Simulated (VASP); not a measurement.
# AgW3: W into a neighbouring W vacancy

Wanted: the minimum-energy path in AgW3 for this move: W into a neighbouring W vacancy. The cell takes the structure of Hf3Au from the Materials Project database, with elements swapped. The cell is invented: it takes the structure of a Materials Project entry for Hf3Au (space group 221 there), with all of its atoms replaced by other elements, volume scaled by an estimate. It may not be a known or stable phase.

Program: VASP 6.6.1. Level of theory: PBE; plane waves and PAW (W, Ag), in the first sound run; inputs show where later runs differ. Results are calculated unless marked as measured.

### 1. The host crystal

Symmetry: Pm-3m, No. 221, cubic system. Conventional cell: a = 4.098 Å, b = 4.098 Å, c = 4.098 Å, α = 90.00°, β = 90.00°, γ = 90.00°. Nearest to W lie 8 W at 2.90 Å and 4 Ag at 2.90 Å. Nearest to Ag lie 12 W at 2.90 Å. It derives from Hf3Au. It takes the structure of a Materials Project entry for Hf3Au (space group 221 there), with all of its atoms replaced by other elements, volume scaled by an estimate. Farther neighbours are not listed.

### 2. Relax the host

First cell and atoms are relaxed at a raised cutoff, so that later runs start from this functional's own cell.

Input file INCAR:

```
SYSTEM = AgW3
PREC = Accurate
ENCUT = 350
EDIFF = 1E-06
NELM = 120
ISMEAR = 0
SIGMA = 0.1
LREAL = .FALSE.
ALGO = Normal
GGA = PE
NBANDS = 20
LORBIT = 11
LWAVE = .FALSE.
LCHARG = .FALSE.
KPAR = 3
IBRION = 2
NSW = 40
ISIF = 3
EDIFFG = -0.02
POTIM = 0.4
```

Input file POSCAR:

```
AgW3
1.0
    4.0977250000      0.0000000000      0.0000000000
    0.0000000000      4.0977250000      0.0000000000
    0.0000000000      0.0000000000      4.0977250000
W Ag
3 1
Direct
    0.5000000000      0.0000000000      0.0000000000
    0.0000000000      0.5000000000      0.0000000000
    0.0000000000      0.0000000000      0.5000000000
    0.5000000000      0.5000000000      0.5000000000
```

Input file KPOINTS:

```
Automatic mesh
0
Gamma
5 5 5
0 0 0
```

Potentials, in the order of the species: W and Ag (PBE family, release 64).

Run with:

```bash
$ mpirun -np 3 vasp_std
```

Log:

```text
[banner, memory and clock lines left out]
running    3 mpi-ranks, on    1 nodes
 distrk:  each k-point on    1 cores,    3 groups
 distr:  one band on    1 cores,    1 groups

 POSCAR found type information on POSCAR W Ag
 POSCAR found :  2 types and       4 ions
 LDA part: xc-table for (Slater+PW92), standard interpolation
 POSCAR, INCAR and KPOINTS ok, starting setup
 FFT: planning ... GRIDC
 FFT: planning ... GRID_SOFT
 FFT: planning ... GRID
 WAVECAR not read
 entering main loop
       N       E                     dE             d eps       ncg     rms          rms(c)
DAV:   1     0.879424294305E+02    0.87942E+02   -0.10451E+04   400   0.939E+02
DAV:   2    -0.347384583200E+02   -0.12268E+03   -0.11691E+03   468   0.258E+02
DAV:   3    -0.422974720020E+02   -0.75590E+01   -0.72767E+01   560   0.537E+01
DAV:   4    -0.424966452511E+02   -0.19917E+00   -0.19830E+00   540   0.815E+00
DAV:   5    -0.424996716936E+02   -0.30264E-02   -0.30232E-02   556   0.109E+00    0.291E+01
DAV:   6    -0.401416046471E+02    0.23581E+01   -0.82400E+00   436   0.329E+01    0.164E+01
DAV:   7    -0.395409442299E+02    0.60066E+00   -0.28252E+00   484   0.174E+01    0.369E+00
DAV:   8    -0.394036867531E+02    0.13726E+00   -0.48624E-01   480   0.734E+00    0.783E-01
DAV:   9    -0.393998298360E+02    0.38569E-02   -0.34671E-02   560   0.141E+00    0.631E-01
DAV:  10    -0.393987995915E+02    0.10302E-02   -0.92935E-03   452   0.729E-01    0.194E-01
DAV:  11    -0.393985329595E+02    0.26663E-03   -0.17626E-03   468   0.265E-01    0.143E-01
DAV:  12    -0.393985284665E+02    0.44929E-05   -0.78314E-05   508   0.699E-02    0.519E-02
DAV:  13    -0.393985250739E+02    0.33926E-05   -0.72275E-06   536   0.182E-02    0.112E-02
DAV:  14    -0.393985244508E+02    0.62312E-06   -0.13148E-06   280   0.107E-02
   1 F= -.39398524E+02 E0= -.39396663E+02  d E =-.393985E+02
 curvature:   0.00 expect dE= 0.000E+00 dE for cont linesearch  0.000E+00
 trial: gam= 0.00000 g(F)=  0.000E+00 g(S)=  0.140E+01 ort = 0.000E+00 (trialstep = 0.100E+01)
 search vector abs. value=  0.140E+01
 bond charge predicted
       N       E                     dE             d eps       ncg     rms          rms(c)
DAV:   1    -0.483155068229E+02   -0.89170E+01   -0.15506E+02   400   0.121E+02    0.298E+01
DAV:   2    -0.428920532784E+02    0.54235E+01   -0.10244E+02   404   0.120E+02    0.272E+01
DAV:   3    -0.391260607171E+02    0.37660E+01   -0.15187E+01   400   0.372E+01    0.636E+00
DAV:   4    -0.385946319725E+02    0.53143E+00   -0.24459E+00   464   0.136E+01    0.359E+00
DAV:   5    -0.385550363719E+02    0.39596E-01   -0.43236E-01   492   0.567E+00    0.805E-01
DAV:   6    -0.385582205668E+02   -0.31842E-02   -0.10679E-02   484   0.902E-01    0.537E-01
DAV:   7    -0.385602411926E+02   -0.20206E-02   -0.49232E-03   460   0.393E-01    0.638E-02
DAV:   8    -0.385602318450E+02    0.93476E-05   -0.39682E-04   528   0.149E-01    0.335E-02
DAV:   9    -0.385602293909E+02    0.24541E-05   -0.26314E-05   448   0.446E-02    0.142E-02
DAV:  10    -0.385602297139E+02   -0.32292E-06   -0.13009E-06   304   0.135E-02
   2 F= -.38560230E+02 E0= -.38553225E+02  d E =0.838295E+00
[...]
3 F= -.39656497E+02 E0= -.39653981E+02  d E =-.257973E+00
 curvature:  -0.14 expect dE=-0.479E-03 dE for cont linesearch -0.479E-03
 ZBRENT: interpolating
 opt :   0.3506  next Energy=   -39.656938 (dE=-0.258E+00)
 bond charge predicted
       N       E                     dE             d eps       ncg     rms          rms(c)
DAV:   1    -0.396584370735E+02   -0.19395E-02   -0.26165E-02   400   0.157E+00    0.327E-01
DAV:   2    -0.396572422568E+02    0.11948E-02   -0.70039E-03   404   0.107E+00    0.227E-01
DAV:   3    -0.396570832683E+02    0.15899E-03   -0.51030E-04   412   0.292E-01    0.854E-02
DAV:   4    -0.396570554682E+02    0.27800E-04   -0.21265E-04   480   0.801E-02    0.163E-02
DAV:   5    -0.396570541045E+02    0.13636E-05   -0.14067E-05   420   0.419E-02    0.158E-02
DAV:   6    -0.396570557910E+02   -0.16864E-05   -0.33359E-06   348   0.137E-02    0.369E-03
DAV:   7    -0.396570556685E+02    0.12249E-06   -0.28285E-07   212   0.522E-03
   4 F= -.39657056E+02 E0= -.39654493E+02  d E =-.258531E+00
 curvature:  -0.13 expect dE=-0.150E-04 dE for cont linesearch -0.150E-04
 trial: gam=-0.00891 g(F)=  0.112E-63 g(S)=  0.113E-03 ort = 0.126E-01 (trialstep = 0.870E+00)
 search vector abs. value=  0.924E-08
 reached required accuracy - stopping structural energy minimisation
```

Wall time 19 s (3 MPI ranks of Intel Xeon Platinum 8488C (Sapphire Rapids), shared host); peak memory 0.45 GiB.

The logs omit lines about the potential files and the build; timing stands in the text.

Parts of OUTCAR (step 2):

```text
ion  position               nearest neighbor table
   1  0.500  0.000  0.000-   2 2.90   3 2.90   4 2.90   3 2.90   4 2.90   2 2.90   4 2.90   4 2.90
                             2 2.90   3 2.90   3 2.90   2 2.90
   2  0.000  0.500  0.000-   1 2.90   3 2.90   4 2.90   3 2.90   4 2.90   1 2.90   3 2.90   3 2.90
                             1 2.90   4 2.90   4 2.90   1 2.90
   3  0.000  0.000  0.500-   1 2.90   2 2.90   4 2.90   1 2.90   2 2.90   2 2.90   4 2.90   2 2.90
                             1 2.90   4 2.90   1 2.90   4 2.90
   4  0.500  0.500  0.500-   1 2.90   2 2.90   3 2.90   1 2.90   2 2.90   1 2.90   3 2.90   1 2.90
                             2 2.90   3 2.90   2 2.90   3 2.90

  LATTYP: Found a simple cubic cell.
 ALAT       =     4.0977250000

 Subroutine GETGRP returns: Found 48 space group operations
 (whereof 48 operations were pure point group operations)

The static configuration has the point symmetry O_h .

 Found     10 irreducible k-points:

   k-points           NKPTS =     10   k-points in BZ     NKDIM =     10   number of bands    NBANDS=     20

   dimension x,y,z NGX =    28 NGY =   28 NGZ =   28
   dimension x,y,z NGXF=    56 NGYF=   56 NGZF=   56

   ENCUT  =  350.0 eV  25.72 Ry    5.07 a.u.   6.25  6.25  6.25*2*pi/ulx,y,z

   NELECT =      29.0000    total number of electrons

 k-points in reciprocal lattice and weights: Automatic mesh
   0.00000000  0.00000000  0.00000000       0.008
   0.20000000  0.00000000  0.00000000       0.048
   0.40000000  0.00000000  0.00000000       0.048
   0.20000000  0.20000000  0.00000000       0.096
   0.40000000  0.20000000  0.00000000       0.192
   0.40000000  0.40000000  0.00000000       0.096
   0.20000000  0.20000000  0.20000000       0.064
   0.40000000  0.20000000  0.20000000       0.192
   0.40000000  0.40000000  0.20000000       0.192
   0.40000000  0.40000000  0.40000000       0.064

 average (electrostatic) potential at core
       1 -37.5785       2 -37.5785       3 -37.5785       4 -72.2505

 E-fermi :   8.0535

 k-point     1 :       0.0000    0.0000    0.0000
  band No.  band energies     occupation
    ...
      8       5.3253      2.00000
      9       5.3253      2.00000
     10       5.3253      2.00000
     11       6.4078      2.00000
     12       6.4078      2.00000
     13      10.1012      0.00000
     14      10.1012      0.00000
     15      10.1012      0.00000
     16      10.3686      0.00000
     17      10.3686      0.00000
    ...

 k-point     2 :       0.2000    0.0000    0.0000
  band No.  band energies     occupation
    ...
      8       5.1814      2.00000
      9       5.4881      2.00000
     10       5.4881      2.00000
     11       5.7713      2.00000
     12       6.6412      2.00000
     13       8.3796      0.00000
     14       8.3796      0.00000
     15       9.1129      0.00000
     16       9.8966      0.00000
     17      10.6412      0.00000
    ...

 k-point     3 :       0.4000    0.0000    0.0000
  band No.  band energies     occupation
    ...
     11       5.5450      2.00000
     12       7.4020      2.00000
     13       7.5336      2.00000
     14       7.5336      2.00000
     15       7.8011      1.99964
     16       8.8511      0.00000
     17       9.6087      0.00000
     18       9.6441      0.00000
     19       9.6441      0.00000
     20       9.7461      0.00000

  Total       -0.0624935     -0.0624935     -0.0624935      0.0000000      0.0000000     -0.0000000
  in kB       -1.5628567     -1.5628567     -1.5628567      0.0000000      0.0000000     -0.0000000
  external PRESSURE =      -1.5628567 kB  Pullay stress =       0.0000000 kB

  energy-cutoff  :      350.00
  volume of cell :       64.07
      direct lattice vectors                 reciprocal lattice vectors
     4.001370805 -0.000000000 -0.000000000     0.249914354 -0.000000000 -0.000000000
     0.000000000  4.001370805 -0.000000000     0.000000000  0.249914354 -0.000000000
     0.000000000  0.000000000  4.001370805     0.000000000  0.000000000  0.249914354

 POSITION                                       TOTAL-FORCE (eV/Angst)
 -----------------------------------------------------------------------------------
      2.00069     -0.00000     -0.00000        -0.000000     -0.000000      0.000000
      0.00000      2.00069     -0.00000        -0.000000     -0.000000      0.000000
      0.00000      0.00000      2.00069        -0.000000     -0.000000      0.000000
      2.00069      2.00069      2.00069         0.000000      0.000000      0.000000
 -----------------------------------------------------------------------------------
    total drift:                                0.000000      0.000000      0.000000

  FREE ENERGIE OF THE ION-ELECTRON SYSTEM (eV)
  ---------------------------------------------------
  free  energy   TOTEN  =       -39.6570556685 eV

  energy  without entropy=      -39.6519313266  energy(sigma->0) =      -39.65449350

 reached required accuracy - stopping structural energy minimisation

 total charge
# of ion       s       p       d       tot
------------------------------------------
    1        0.658   0.616   4.081   5.355
    2        0.658   0.616   4.081   5.355
    3        0.658   0.616   4.081   5.355
    4        0.544   0.660   8.988  10.192
--------------------------------------------------
tot          2.517   2.508  21.231  26.257

[... 3 further parts left out ...]
```

CONTCAR:

```
AgW3
   1.00000000000000
     4.0013708054112334   -0.0000000000000000   -0.0000000000000000
     0.0000000000000000    4.0013708054112334   -0.0000000000000000
     0.0000000000000000    0.0000000000000000    4.0013708054112334
  W               Ag
     3     1
Direct
     0.5000000000000000    0.0000000000000000    0.0000000000000000
     0.0000000000000000    0.5000000000000000    0.0000000000000000
     0.0000000000000000    0.0000000000000000    0.5000000000000000
     0.5000000000000000    0.5000000000000000    0.5000000000000000
```

This run has no spin polarisation. Its electron count is odd, so without a moment it is a metal by construction. The k-mesh is coarse for a metal. The data set W keeps the semicore shell frozen, which is cheaper and a little less accurate. The run keeps the 48 symmetry operations of its start, so it cannot find a distortion of lower symmetry.

Relaxation path:

```csv
step,energy less that of the first step (eV),largest force (eV/Å),pressure (GPa),volume (Å³)
1,0.0000,0.0000,-16.19,68.81
2,0.8383,0.0000,48.62,55.87
3,-0.2580,0.0000,-0.84,64.24
4,-0.2585,0.0000,-0.16,64.07
```

```csv
"conventional cell, symmetrised",before,after,change
a (Å),4.098,4.001,-2.4 %
b (Å),4.098,4.001,-2.4 %
c (Å),4.098,4.001,-2.4 %
volume (Å³/atom),17.20,16.02,-6.9 %
```

The relaxed structure:

```
W Ag
1.0
     4.00137    0.00000    0.00000
     0.00000    4.00137    0.00000
     0.00000    0.00000    4.00137
W Ag
3 1
Direct
  0.50000 0.00000 0.00000
  0.00000 0.50000 0.00000
  0.00000 0.00000 0.50000
  0.50000 0.50000 0.50000
```

This step gave:

| Quantity | Value |
| --- | --- |
| electronic cycles | 41 |
| electrons | 29 |
| free energy (TOTEN) | -39.66 eV |
| energy at zero smearing | -39.65 eV |
| Fermi energy | 8.053 eV |
| labelled metallic, from the levels on this mesh | yes |

The run ended after 4 ionic steps, 0.259 eV below its first step, once forces and stress met EDIFFG = -0.02.

(Continued in part 2 of 4.)

[Lines on the potential files, build, host, timing and source positions are cut from VASP's logs without a mark.]

[Logs are printed without paths, hosts, clocks, repeated set-up lines and the standing remarks that a program may print on its own settings, such as how far it seeks lower states.]

[Hosts, paths, dates, database ids (printed as entryN), source tags and the programs' standing remarks are cut or masked in the printed files.]

[Runs that stopped without an error message from VASP are left out.]
